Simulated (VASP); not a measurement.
# AlN (P6_3mc) in VASP: Born charges and dielectric tensor with PBE

Aim: the Born charges and dielectric tensor of AlN with PBE.

All numbers are computed with VASP 6.6.1; they aren't measurements. Logs are shortened: lines on timing, memory, paths and dates and some standing lists are left out, and cuts for length are marked.

**The experiment to reproduce.**

From “Self-assembly of well-separated AlN nanowires directly on sputtered metallic TiN films”, 2019, arxiv:1910.07391, for a bulk crystal of AlN at 10 K: band gap 6.034 eV (an exciton energy, a little under the gap).

How close the calculation comes is told below.

## (1) The structure

The structure is hexagonal, space group P6_3mc (No. 186). Conventional cell: a = 3.129 Å, b = 3.129 Å, c = 5.016 Å, α = 90.00°, β = 90.00°, γ = 120.00°. Al (site symmetry 3m) is surrounded by 4 N at 1.90 to 1.91 Å. N (site symmetry 3m) has 4 Al at 1.90 to 1.91 Å as nearest neighbours.

## (2) Born charges and dielectric tensor, PBE

Input file INCAR:

```
ALGO = Normal
EDIFF = 1E-8
ENCUT = 520
GGA = PE
IBRION = 8
ISIF = 2
ISMEAR = 0
KPAR = 4
LASPH = True
LCHARG = False
LEPSILON = True
LREAL = False
LWAVE = False
NELM = 100
NSW = 1
PREC = Accurate
SIGMA = 0.02
```

Input file KPOINTS:

```
k-points
0
Gamma
  9 9 4
```

Input file POSCAR:

```
AlN                                     
1.0
    3.1285769991      0.0000000000      0.0000000000
   -1.5642884995      2.7094271569      0.0000000000
    0.0000000000      0.0000000000      5.0164037882
  Al              N             
     2     2
Direct
     0.3333333300000021    0.6666666699999979    0.9992567876106975
     0.6666666699999979    0.3333333300000021    0.4992567876106975
     0.3333333300000021    0.6666666699999979    0.3807432123893051
     0.6666666699999979    0.3333333300000021    0.8807432123893051
```

Potentials or basis: VASP PAW PBE potentials, release 64 (Al, N).

Command:

```bash
> cat potpaw_PBE.64/Al/POTCAR potpaw_PBE.64/N/POTCAR > POTCAR
> mpirun -np 4 vasp_std > vasp.out
```

OUTCAR:

```text
EDIFF = 1E-8
   ENCUT = 520
   GGA = PE
   IBRION = 8
   ISIF = 2
   ISMEAR = 0
   LASPH = True
   LEPSILON = True
   LREAL = False
   NELM = 100
   NSW = 1
   PREC = Accurate

 ion  position               nearest neighbor table
   1  0.333  0.667  0.999-   4 1.90   4 1.90   4 1.90   3 1.91   2 3.09   2 3.09   2 3.09   2 3.09
                             2 3.09   2 3.09
   2  0.667  0.333  0.499-   3 1.90   3 1.90   3 1.90   4 1.91   1 3.09   1 3.09   1 3.09   1 3.09
                             1 3.09   1 3.09
   3  0.333  0.667  0.381-   2 1.90   2 1.90   2 1.90   1 1.91
   4  0.667  0.333  0.881-   1 1.90   1 1.90   1 1.90   2 1.91

  LATTYP: Found a hexagonal cell.
 ALAT       =     3.1285769991
 C/A-ratio  =     1.6034138810

  Lattice vectors:

 A1 = (   3.1285769991,   0.0000000000,   0.0000000000)
 A2 = (  -1.5642884995,   2.7094271569,   0.0000000000)
 A3 = (   0.0000000000,   0.0000000000,   5.0164037882)

Analysis of symmetry for initial positions (statically):
=====================================================================
 Subroutine PRICEL returns:
 Original cell was already a primitive cell.

 Routine SETGRP: Setting up the symmetry group for a
 hexagonal supercell.

 Subroutine GETGRP returns: Found 12 space group operations
 (whereof  6 operations were pure point group operations)
 out of a pool of 24 trial point group operations.

The static configuration has the point symmetry C_3v.
 The point group associated with its full space group is C_6v.

Analysis of symmetry for dynamics (positions and initial velocities):
=====================================================================
 Subroutine PRICEL returns:
 Original cell was already a primitive cell.

 Routine SETGRP: Setting up the symmetry group for a
 hexagonal supercell.

 Subroutine GETGRP returns: Found 12 space group operations
 (whereof  6 operations were pure point group operations)
[... 638 lines left out ...]
    1     2.51592     0.00000     0.00000
    2     0.00000     2.51592     0.00000
    3     0.00000     0.00000     2.67532
 ion    2
    1     2.51592     0.00000    -0.00000
    2     0.00000     2.51592     0.00000
    3    -0.00000     0.00000     2.67532
 ion    3
    1    -2.51592    -0.00000    -0.00000
    2    -0.00000    -2.51592     0.00000
    3    -0.00000     0.00000    -2.67532
 ion    4
    1    -2.51592    -0.00000     0.00000
    2    -0.00000    -2.51592    -0.00000
    3     0.00000     0.00000    -2.67532

 INTERNAL STRAIN TENSOR FOR ION    4 for displacements in x,y,z  (eV/Angst):
          X           Y           Z          XY          YZ          ZX
  --------------------------------------------------------------------------------
  x     0.00000    -0.00000     0.00000     9.82777     0.00000     4.85014
  y     9.82777    -9.82777     0.00000    -0.00000     4.90258     0.00000
  z     5.06955     5.06955   -11.20604     0.00000     0.00000    -0.00000

 SECOND DERIVATIVES (NOT SYMMETRIZED)
 ------------------------------------
               1X          1Y          1Z          2X          2Y          2Z          3X          3Y          3Z          4X          4Y          4Z
  1X   -14.970838   -0.000000   -0.000000    0.644322    0.000000   -0.000000    1.485885    0.000000    0.000000   12.840631    0.000000    0.000000
  1Y    -0.000000  -14.970838    0.000000    0.000000    0.644322    0.000000    0.000000    1.485885    0.000000    0.000000   12.840631    0.000000
  1Z     0.000000   -0.000000  -20.285771   -0.000000    0.000000    8.248970   -0.000000    0.000000    5.962188   -0.000000   -0.000000    6.074613
  2X     0.644322    0.000000    0.000000  -14.970838   -0.000000    0.000000   12.840631    0.000000    0.000000    1.485885    0.000000    0.000000
  2Y     0.000000    0.644322    0.000000   -0.000000  -14.970838    0.000000    0.000000   12.840631    0.000000    0.000000    1.485885    0.000000
  2Z     0.000000   -0.000000    8.248970   -0.000000    0.000000  -20.285771    0.000000    0.000000    6.074613    0.000000    0.000000    5.962188
  3X     1.486133    0.000000   -0.000000   12.841484    0.000000   -0.000000  -15.031474   -0.000000   -0.000000    0.703856    0.000000   -0.000000
  3Y     0.000000    1.486133    0.000000    0.000000   12.841484    0.000000   -0.000000  -15.031474    0.000000    0.000000    0.703856    0.000000
  3Z    -0.000000   -0.000000    5.925317    0.000000    0.000000    6.105115    0.000000   -0.000000  -18.934690   -0.000000   -0.000000    6.904258
  4X    12.841484    0.000000    0.000000    1.486133    0.000000    0.000000    0.703856    0.000000    0.000000  -15.031474   -0.000000   -0.000000
  4Y     0.000000   12.841484    0.000000    0.000000    1.486133    0.000000    0.000000    0.703856   -0.000000   -0.000000  -15.031474    0.000000
  4Z     0.000000    0.000000    6.105115    0.000000   -0.000000    5.925317    0.000000    0.000000    6.904258   -0.000000    0.000000  -18.934690

 Eigenvectors and eigenvalues of the dynamical matrix
 ----------------------------------------------------

   1 f  =   21.238168 THz   133.443347 2PiTHz  708.429037 cm-1    87.833967 meV
             X         Y         Z           dx          dy          dz
     -0.000000  1.806285  5.012676    -0.000000   -0.000000   -0.006746
      1.564289  0.903142  2.504474    -0.000000   -0.000000    0.006746
     -0.000000  1.806285  1.909962     0.000000    0.000000   -0.707075
      1.564289  0.903142  4.418164     0.000000    0.000000    0.707075
[... 71 lines left out ...]
  12 f/i=    0.002242 THz     0.014085 2PiTHz    0.074774 cm-1     0.009271 meV
             X         Y         Z           dx          dy          dz
     -0.000000  1.806285  5.012676     0.000000   -0.000000   -0.573691
      1.564289  0.903142  2.504474     0.000000   -0.000000   -0.573691
     -0.000000  1.806285  1.909962     0.000000   -0.000000   -0.413374
      1.564289  0.903142  4.418164     0.000000   -0.000000   -0.413374

--------------------------------------------------------------------------------------------------------

 MACROSCOPIC STATIC DIELECTRIC TENSOR IONIC CONTRIBUTION
 ------------------------------------------------------
           3.760236     0.000000    -0.000000
           0.000000     3.760236     0.000000
          -0.000000     0.000000     5.062136
 ------------------------------------------------------

 ELASTIC MODULI CONTR FROM IONIC RELAXATION (kBar)
 Direction    XX          YY          ZZ          XY          YZ          ZX
 --------------------------------------------------------------------------------
 XX        -628.5184    306.0356    356.4126     -0.0000     -0.0000      0.0000
 YY         306.0356   -628.5184    356.4126     -0.0000     -0.0000     -0.0000
 ZZ         356.4126    356.4126   -787.8246      0.0000      0.0000     -0.0000
 XY          -0.0000     -0.0000      0.0000   -467.2770      0.0000      0.0000
 YZ          -0.0000     -0.0000      0.0000      0.0000   -114.3482     -0.0000
 ZX           0.0000     -0.0000     -0.0000      0.0000     -0.0000   -121.4061
 --------------------------------------------------------------------------------

 PIEZOELECTRIC TENSOR IONIC CONTR  for field in x, y, z        (C/m^2)
          XX          YY          ZZ          XY          YZ          ZX
  --------------------------------------------------------------------------------
  x     0.00000    -0.00000    -0.00000     0.00000    -0.00000    -0.63577
  y    -0.00000     0.00000     0.00000     0.00000    -0.61701    -0.00000
  z    -0.85011    -0.85011     1.87912    -0.00000    -0.00000     0.00000
```

stdout:

```text
POSCAR found type information on POSCAR AlN
 POSCAR found :  2 types and       4 ions
 scaLAPACK will be used
 LDA part: xc-table for (Slater+PW92), standard interpolation
 POSCAR, INCAR and KPOINTS ok, starting setup
 FFT: planning ... GRIDC
 FFT: planning ... GRID_SOFT
 FFT: planning ... GRID
 WAVECAR not read
[... 32 lines left out ...]
 first order change of Fermi-energy   0.12528E+00
 force on displaced ion       1 direction 3 :  -0.000   0.000 -20.286
 Born effective charge ion    1 direction 3 :   0.000   0.000   2.676
 Linear response progress:
 first order change of Fermi-energy  -0.15243E+00
 force on displaced ion       3 direction 1 : -15.031  -0.001  -0.000
 Born effective charge ion    3 direction 1 :  -2.516   0.000   0.000
 Linear response progress:
 first order change of Fermi-energy  -0.12534E+00
 force on displaced ion       3 direction 3 :  -0.000   0.000 -18.935
 Born effective charge ion    3 direction 3 :   0.000   0.000  -2.675
 Born effective charges drift removed
 Linear response finished
```

It took 2 min on 4 MPI ranks of Intel Xeon Platinum 8259CL at 2.50GHz (Skylake/Cascade Lake), shared host; peak memory 0.35 GiB.

Results:

```
Band gap on the k mesh                                  : 4.06 eV, direct
Electronic dielectric tensor (diagonal)                 : 4.47, 4.47, 4.69
Born charges (mean of the diagonal)                     : Al +2.57; N -2.57 e
Highest phonon frequency at Γ, LO-TO splitting left out : 708 cm⁻¹
```

Phonon frequencies in cm⁻¹ (negative: imaginary):
```csv
q point,frequencies
"(0.000, 0.000, 0.000)",0 0 0 237 237 536 596 638 638 650 650 708
```

Electronic dielectric tensor:
```
4.47 0.00 0.00
0.00 4.47 0.00
0.00 0.00 4.69
```

Born effective charge tensors (e):
atom 1, Al
```
2.52 0.00 0.00
0.00 2.52 0.00
0.00 0.00 2.68
```
atom 2, Al
```
2.52 0.00 0.00
0.00 2.52 0.00
0.00 0.00 2.68
```
atom 3, N
```
-2.52  0.00  0.00
 0.00 -2.52  0.00
 0.00  0.00 -2.68
```
atom 4, N
```
-2.52  0.00  0.00
 0.00 -2.52  0.00
 0.00  0.00 -2.68
```

## (3) Against experiment

Step 2. A measured gap of AlN is 6.034 eV (an exciton energy, a little under the gap; 10 K; quoted in “Self-assembly of well-separated AlN nanowires directly on sputtered metallic TiN films”, 2019, arxiv:1910.07391); the calculated 4.06 eV misses it by -1.98 eV. 2 values of this kind are on record (6.034 to 6.0343 eV); this one was drawn at random. The value is that of PBE, without temperature or zero-point motion. Semilocal functionals fall short of measured gaps as a rule.
